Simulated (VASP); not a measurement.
Calculation: optB88-vdW, VASP's PBE PAW potentials (set 64) (plane waves; VASP 6.6.1).

VASP ran on this input.

### POSCAR
```
WS2 bilayer
1
    3.1928803117    -0.0000000000     0.0000000000
   -1.5964401558     2.7651154394    -0.0000000000
    0.0000000000     0.0000000000    25.7262253684
W S
2 4
Direct
  0.6666670000   0.3333330000   0.3782338013
  0.3333330000   0.6666670000   0.6217661987
  0.3333330000   0.6666670000   0.4395772802
  0.3333330000   0.6666670000   0.3169215158
  0.6666670000   0.3333330000   0.6830784842
  0.6666670000   0.3333330000   0.5604227198
```

**KPOINTS**
```
Automatic mesh
0
G
  12 12 1
0 0 0
```

INCAR:
```
# general
SYSTEM   = WS2 bilayer
PREC     = Normal
ENCUT    = 400   # plane-wave cut-off (eV)
LREAL    = F
LASPH    = T   # aspherical one-centre terms

# electronic loop
EDIFF    = 1E-6   # SCF stop (eV)
NELM     = 100   # most electronic steps
NELMIN   = 4
ALGO     = Normal   # blocked Davidson
LMAXMIX  = 6   # l cut-off of mixed one-centre charges

# smearing
ISMEAR   = 0   # Gaussian
SIGMA    = 0.05   # width (eV)

# functional
GGA      = BO
LUSE_VDW = T
AGGAC    = 0.0
PARAM1   = 0.1833333333
PARAM2   = 0.22

# output
LWAVE    = F
LCHARG   = F
LORBIT   = 11
LVHAR    = T
```

POTCAR, in this order: W_sv S (PBE.64 set). Program: vasp_std. Read from the step before: WAVECAR.

Problem. What will the output report for the number of irreducible k-points (NKPTS), largest plane-wave count, number of space-group operations, FFT grid (NGX, NGY, NGZ)?

Solution. 
```
Property                                       Result
--------------------------------------  -------------
number of irreducible k-points (NKPTS)             19
largest plane-wave count                         4153
number of space-group operations                   12
FFT grid (NGX, NGY, NGZ)                16 × 16 × 126
```

The cell is a sheet with vacuum, built from WS2 (2H layered).
